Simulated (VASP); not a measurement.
Calculation: PBE GGA, VASP's PBE PAW potentials (set 64) (plane waves; VASP).

VASP input:

**POSCAR**
```
InAs
1.0
  0.0000000000   3.0300000000   3.0300000000
  3.0300000000   0.0000000000   3.0300000000
  3.0300000000   3.0300000000   0.0000000000
In As
1 1
direct
  0.0000000000   0.0000000000   0.0000000000
  0.2500000000   0.2500000000   0.2500000000
```

KPOINTS:
```
Automatic mesh
0
Gamma
7 7 7
0 0 0
```

**INCAR**
```
# general
SYSTEM  = InAs
PREC    = Accurate
ENCUT   = 400
LREAL   = .False.
LASPH   = .True.

# electronic loop
EDIFF   = 1E-6
NELM    = 100
ALGO    = Normal
LMAXMIX = 4

# smearing
ISMEAR  = 0
SIGMA   = 0.05

# functional
GGA     = PE

# ions
ISIF    = 2

# output
LWAVE   = .False.
LCHARG  = .False.
```

POTCAR, in this order: In_d As (PBE.64 set). Program: vasp_std.

Unless said otherwise, spin-orbit coupling is left out, though it shifts the bands of the heavy elements here.

Estimate the energy per atom (σ→0), pressure, band gap (on the k-mesh).

| Item | Result |
|---|---|
| energy per atom (σ→0) | -3.837 eV/atom |
| band gap (on the k-mesh) | none (metal, semimetal or under 0.01 eV) |
| pressure | 3.56 GPa |

File OSZICAR:
```
...
DAV:   7    -0.767158178366E+01    0.23792E-01   -0.14740E-01   769   0.372E+00    0.721E-01
DAV:   8    -0.767245972214E+01   -0.87794E-03   -0.13725E-02   618   0.173E+00    0.208E-01
DAV:   9    -0.767312771744E+01   -0.66800E-03   -0.13216E-03   620   0.458E-01    0.119E-01
DAV:  10    -0.767324089942E+01   -0.11318E-03   -0.17927E-04   741   0.182E-01    0.837E-02
DAV:  11    -0.767328211643E+01   -0.41217E-04   -0.12511E-04   570   0.125E-01    0.558E-02
DAV:  12    -0.767328352465E+01   -0.14082E-05   -0.82752E-06   565   0.266E-02    0.170E-02
DAV:  13    -0.767328366528E+01   -0.14063E-06   -0.19295E-06   594   0.944E-03
   1 F= -.76732837E+01 E0= -.76731712E+01  d E =-.224872E-03
```

The compound is InAs in the zinc blende structure. The cell was not relaxed at this level.
